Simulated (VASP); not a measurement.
Consider the following.

```
WC
1.0
    1.45500    -2.52013     0.00000
    1.45500     2.52013     0.00000
    0.00000     0.00000     2.84000
W C
1 1
Direct
  0.00000   0.00000   0.00000
  0.33333   0.66667   0.50000
```

The numbers are results of PBE GGA, VASP's PBE PAW potentials (set 64) (plane waves; VASP), not measurements. Numerical set-up: 400 eV cut-off, 17×17×15 Γ-centred mesh, Gaussian smearing of 0.27 eV, potentials W_sv C.

Give the energies of bands 6 to 12 at the high-symmetry points, in eV from the Fermi level.

```csv
band,Γ,M,K,A,L,H
6,-4.30,-7.03,-6.56,-8.64,-6.45,-7.19
7,-3.33,-3.61,-4.56,-2.01,-4.31,-5.40
8,-3.33,-3.56,-3.44,-2.01,-4.19,-1.62
9,0.07,-0.48,0.61,-0.59,0.27,-0.66
10,3.21,2.33,0.97,-0.59,4.40,4.37
11,3.21,4.50,2.04,3.65,5.27,6.34
12,5.59,4.86,3.19,4.51,6.60,7.55
```

It has no gap at this level: it comes out as a metal or semimetal.

The structure is a typed WC crystal. The cell was not relaxed at this level.
